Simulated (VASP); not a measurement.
A convergence study with VASP on InSb (zinc blende): one setting is varied, all else stays as given below, so the limit is that of these other settings.

```yaml
crystal:
  lattice:
    - [0.00000, 3.24000, 3.24000]
    - [3.24000, 0.00000, 3.24000]
    - [3.24000, 3.24000, 0.00000]
  atoms:
    - { symbol: In, position: [0.00000, 0.00000, 0.00000] }
    - { symbol: Sb, position: [0.25000, 0.25000, 0.25000] }
```

Calculation: PBE GGA, VASP's PBE PAW potentials (set 64) (plane waves; VASP 6.6.1). The tightest run used: 550 eV cut-off, 12×12×12 Monkhorst-Pack mesh, Gaussian smearing of 0.050 eV, potentials In_d Sb.

The settings run are 1×1×1 mesh; 2×2×2 mesh; 3×3×3 mesh; 4×4×4 mesh; 5×5×5 mesh; 6×6×6 mesh; 7×7×7 mesh; 8×8×8 mesh; 9×9×9 mesh; 10×10×10 mesh; 11×11×11 mesh; 12×12×12 mesh. From which on does the stress (every component) stay within 0.1 GPa of the tightest run?

From 6×6×6 mesh on: it is off by 0.00 there and by no more than 0.1 in any finer run, while 5×5×5 mesh is off by 0.21.
```csv
setting,E (eV/atom),pressure (GPa),irreducible k-points,difference judged (GPa)
1×1×1 mesh,3.8405,59.76,1,56.68
2×2×2 mesh,-3.3847,3.28,2,0.20
3×3×3 mesh,-3.2134,4.76,4,1.69
4×4×4 mesh,-3.4520,3.06,10,0.01
5×5×5 mesh,-3.4260,3.28,10,0.21
6×6×6 mesh,-3.4540,3.07,28,0.00
7×7×7 mesh,-3.4488,3.12,20,0.04
8×8×8 mesh,-3.4541,3.08,60,0.00
9×9×9 mesh,-3.4528,3.09,35,0.01
10×10×10 mesh,-3.4542,3.08,110,0.00
11×11×11 mesh,-3.4537,3.08,56,0.01
12×12×12 mesh,-3.4542,3.08,182,0.00
```

Left out are rungs that failed or repeat a setting and relaxations that didn't move; long series are thinned to 24 rows.

The compound is InSb in the zinc blende structure. The cell was not relaxed at this level.
